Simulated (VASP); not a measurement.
Input:

```
CELL_PARAMETERS angstrom
      1.70500    -2.95315     0.00000
      1.70500     2.95315     0.00000
      0.00000     0.00000     5.70000
ATOMIC_POSITIONS crystal
  Ti 0.00000 0.00000 0.00000
  S  0.33333 0.66667 0.25000
  S  0.66667 0.33333 0.75000
```

The numbers are results of PBE GGA, VASP's PBE PAW potentials (set 64) (plane waves; VASP), not measurements. Numerical set-up: PREC = Single, 400 eV cut-off, 9×9×5 Γ-centred mesh, first-order Methfessel-Paxton smearing of 0.10 eV, potentials Ti_sv S.

**Question.** Predict the energy per atom (σ→0), band gap (on the k-mesh) with the smallest direct gap where there is one.

**Answer.** 
```json
{
  "band gap (on the k-mesh)": "none (metal, semimetal or under 0.01 eV)",
  "energy per atom (σ→0)": "-640.7 kJ/mol of atoms"
}
```

The compound is TiS2 in the 1T layered structure. The cell was not relaxed at this level. The run is one of a series of settings (PREC = Single against the base run), some of them coarse on purpose.
